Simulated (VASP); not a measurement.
Computed with AM05 GGA, VASP's PBE PAW potentials (set 64) (plane waves; VASP).

VASP input:

### INCAR
```
# general
SYSTEM  = MoS2
PREC    = Accurate
ENCUT   = 520
LREAL   = .False.
LASPH   = .True.

# electronic loop
EDIFF   = 1E-7
NELM    = 100
ALGO    = Normal
LMAXMIX = 4

# smearing
ISMEAR  = -5

# functional
GGA     = AM

# ions
ISIF    = 2

# output
LWAVE   = .False.
LCHARG  = .True.
LORBIT  = 11
NEDOS   = 601

# other
LEFG    = .True.
```

KPOINTS:
```
kpoints
0
gamma
9 9 2
```

POSCAR:
```
MoS2
3.1374290
  0.5000000892  -0.8660254724   0.0000000000
  0.5000000892   0.8660254724   0.0000000000
  0.0000000000   0.0000000000   5.1581441901
Mo S
2 4
direct
  0.3333330000   0.6666670000   0.2500000000
  0.6666670000   0.3333330000   0.7500000000
  0.3333330000   0.6666670000   0.8461277808
  0.6666670000   0.3333330000   0.3461277808
  0.6666670000   0.3333330000   0.1538722192
  0.3333330000   0.6666670000   0.6538722192
```

POTCAR, in this order: Mo_sv S (PBE.64 set). Program: vasp_std.

The run wrote:

OUTCAR:
```
 ion  position               nearest neighbor table
   1  0.333  0.667  0.250-   4 2.39   5 2.39   4 2.39   5 2.39   4 2.39   5 2.39
   2  0.667  0.333  0.750-   3 2.39   6 2.39   3 2.39   6 2.39   3 2.39   6 2.39
   3  0.333  0.667  0.846-   2 2.39   2 2.39   2 2.39
   4  0.667  0.333  0.346-   1 2.39   1 2.39   1 2.39
   5  0.667  0.333  0.154-   1 2.39   1 2.39   1 2.39
   6  0.333  0.667  0.654-   2 2.39   2 2.39   2 2.39
  LATTYP: Found a hexagonal cell.
 ALAT       =     3.1374293263
 C/A-ratio  =     5.1581436537
 Subroutine PRICEL returns:
 Original cell was already a primitive cell.
 Subroutine GETGRP returns: Found 24 space group operations
The static configuration has the point symmetry D_3d.
 The point group associated with its full space group is D_6h.
The dynamic configuration has the point symmetry D_3d.
 Subroutine INISYM returns: Found 24 space group operations
 Subroutine IBZKPT returns following result:
 Found     24 irreducible k-points:

 Following reciprocal coordinates:
            Coordinates               Weight
  0.000000  0.000000  0.000000      1.000000
  0.111111  0.000000  0.000000      6.000000
  0.222222 -0.000000  0.000000      6.000000
  0.333333 -0.000000  0.000000      6.000000
  0.444444 -0.000000  0.000000      6.000000
  0.111111  0.111111  0.000000      6.000000
  0.222222  0.111111  0.000000     12.000000
  0.333333  0.111111  0.000000     12.000000
  0.444444  0.111111  0.000000      6.000000
  0.222222  0.222222  0.000000      6.000000
  0.333333  0.222222  0.000000     12.000000
  0.333333  0.333333  0.000000      2.000000
  0.000000  0.000000  0.500000      1.000000
  0.111111  0.000000  0.500000      6.000000
  0.222222 -0.000000  0.500000      6.000000
  0.333333 -0.000000  0.500000      6.000000
  0.444444 -0.000000  0.500000      6.000000
  0.111111  0.111111  0.500000      6.000000
...
```

**OSZICAR**
```
       N       E                     dE             d eps       ncg     rms          rms(c)
DAV:   1     0.458069882880E+03    0.45807E+03   -0.29259E+04  1704   0.154E+03
DAV:   2    -0.206370730317E+02   -0.47871E+03   -0.47032E+03  1844   0.385E+02
DAV:   3    -0.475742843220E+02   -0.26937E+02   -0.26751E+02  1922   0.799E+01
DAV:   4    -0.483235192999E+02   -0.74923E+00   -0.74752E+00  1887   0.132E+01
DAV:   5    -0.483474514823E+02   -0.23932E-01   -0.23922E-01  1959   0.223E+00    0.373E+01
DAV:   6    -0.461861286893E+02    0.21613E+01   -0.19326E+01  1683   0.239E+01    0.129E+01
DAV:   7    -0.458208601097E+02    0.36527E+00   -0.81608E+00  1656   0.145E+01    0.853E+00
DAV:   8    -0.455038016143E+02    0.31706E+00   -0.14296E+00  1980   0.675E+00    0.267E+00
DAV:   9    -0.455102451075E+02   -0.64435E-02   -0.14954E-01  2014   0.182E+00    0.131E+00
DAV:  10    -0.455026333001E+02    0.76118E-02   -0.60239E-02  1849   0.140E+00    0.288E-01
DAV:  11    -0.455031487299E+02   -0.51543E-03   -0.30470E-03  1891   0.326E-01    0.104E-01
DAV:  12    -0.455033637777E+02   -0.21505E-03   -0.62035E-04  1888   0.126E-01    0.341E-02
DAV:  13    -0.455036548721E+02   -0.29109E-03   -0.62325E-04  1810   0.117E-01    0.553E-02
DAV:  14    -0.455036816317E+02   -0.26760E-04   -0.65845E-05  2012   0.478E-02    0.695E-03
DAV:  15    -0.455036924071E+02   -0.10775E-04   -0.15259E-05  1956   0.193E-02    0.883E-03
DAV:  16    -0.455036932776E+02   -0.87054E-06   -0.47120E-06  1987   0.124E-02    0.122E-03
DAV:  17    -0.455036936138E+02   -0.33618E-06   -0.31877E-07  1493   0.324E-03    0.432E-04
DAV:  18    -0.455036936521E+02   -0.38296E-07   -0.38311E-08  1235   0.106E-03
   1 F= -.45503694E+02 E0= -.45503694E+02  d E =0.000000E+00
```

File OUTCAR:
```
------------------------ aborting loop because EDIFF is reached ----------------------------------------
  FORCE on cell =-STRESS in cart. coord.  units (eV):
  Direction    XX          YY          ZZ          XY          YZ          ZX
  --------------------------------------------------------------------------------------
  Total        0.0048507      0.0048507      0.0116868      0.0000000     -0.0000000      0.0000000
  in kB        0.0563336      0.0563336      0.1357255      0.0000000     -0.0000000      0.0000000
  external PRESSURE =       0.0827975 kB  Pullay stress =       0.0000000 kB
  volume of cell :      137.96
      direct lattice vectors                 reciprocal lattice vectors
     1.568714780 -2.717093432  0.000000000     0.318732255 -0.184020172  0.000000000
     1.568714780  2.717093432  0.000000000     0.318732255  0.184020172  0.000000000
     0.000000000  0.000000000 16.183311168     0.000000000  0.000000000  0.061792052
 POSITION                                       TOTAL-FORCE (eV/Angst)
 -----------------------------------------------------------------------------------
      1.56871      0.90570      4.04583        -0.000000      0.000000      0.000000
      1.56871     -0.90570     12.13748         0.000000     -0.000000      0.000000
      1.56871      0.90570     13.69315         0.000000      0.000000     -0.003423
      1.56871     -0.90570      5.60149         0.000000     -0.000000     -0.003423
      1.56871     -0.90570      2.49016         0.000000     -0.000000      0.003423
      1.56871      0.90570     10.58182        -0.000000      0.000000      0.003423
 -----------------------------------------------------------------------------------
    total drift:                               -0.000000      0.001718     -0.000029
  FREE ENERGIE OF THE ION-ELECTRON SYSTEM (eV)
  ---------------------------------------------------
  free  energy   TOTEN  =       -45.5036936521 eV

  energy  without entropy=      -45.5036936521  energy(sigma->0) =      -45.50369365

 total charge

# of ion       s       p       d       tot
------------------------------------------
    1        2.301   6.234   3.999  12.534
    2        2.301   6.234   3.999  12.534
    3        1.355   2.333   0.000   3.688
    4        1.355   2.333   0.000   3.688
    5        1.355   2.333   0.000   3.688
    6        1.355   2.333   0.000   3.688
--------------------------------------------------
tot         10.022  21.800   7.998  39.820

 Electric field gradients after diagonalization (V/A^2)
 (convention: |V_zz| > |V_xx| > |V_yy|)
----------------------------------------------------------------------
 ion       V_xx      V_yy      V_zz     asymmetry (V_yy - V_xx)/ V_zz
----------------------------------------------------------------------
   1      39.613    39.609   -79.222       0.000
   2      39.613    39.609   -79.222       0.000
   3      28.903    28.902   -57.805       0.000
   4      28.903    28.902   -57.805       0.000
   5      28.903    28.902   -57.805       0.000
   6      28.903    28.902   -57.805       0.000
```
(Selected blocks of OUTCAR.)

**OUTCAR**
```
 val. band max:        3.9732633685   @ k =   0.0000   0.0000   0.0000

 cond. band min:       5.7605713160   @ k =   0.3333   0.3333   0.0000


 Fermi energy:         4.0465079388

 k-point     1 :       0.0000    0.0000    0.0000
  band No.  band energies     occupation
      1     -56.7099      2.00000
      2     -56.7099      2.00000
      3     -30.9542      2.00000
      4     -30.9542      2.00000
      5     -30.6850      2.00000
      6     -30.6850      2.00000
      7     -30.6850      2.00000
      8     -30.6850      2.00000
      9     -10.2807      2.00000
     10     -10.2764      2.00000
     11      -8.9049      2.00000
     12      -8.8963      2.00000
     13      -1.8965      2.00000
     14      -1.8448      2.00000
     15       1.3127      2.00000
     16       1.3127      2.00000
     17       1.3127      2.00000
     18       1.3127      2.00000
     19       1.9841      2.00000
     20       2.2221      2.00000
     21       2.4770      2.00000
     22       2.4771      2.00000
     23       2.4773      2.00000
     24       2.4774      2.00000
     25       3.7758      2.00000
     26       3.9733      2.00000
     27       6.8468      0.00000
     28       6.8469      0.00000
     29       6.8471      0.00000
     30       6.8475      0.00000
     31       7.1312      0.00000

 k-point     2 :       0.1111    0.0000    0.0000
  band No.  band energies     occupation
      1     -56.7045      2.00000
      2     -56.7045      2.00000
      3     -30.9438      2.00000
      4     -30.9438      2.00000
      5     -30.7378      2.00000
      6     -30.7378      2.00000
      7     -30.6969      2.00000
      8     -30.6969      2.00000
      9     -10.0860      2.00000
     10     -10.0818      2.00000
     11      -8.8256      2.00000
     12      -8.8177      2.00000
     13      -1.6824      2.00000
     14      -1.6313      2.00000
     15       0.9062      2.00000
     16       0.9069      2.00000
     17       1.3450      2.00000
...
```

Without a dispersion term in the relaxation, distances and binding between the weakly bound layers, chains or molecules are unreliable, and so is what depends on them.

The compound is MoS2 in the 2H layered structure. It was relaxed first, which changed the volume by +30 %.
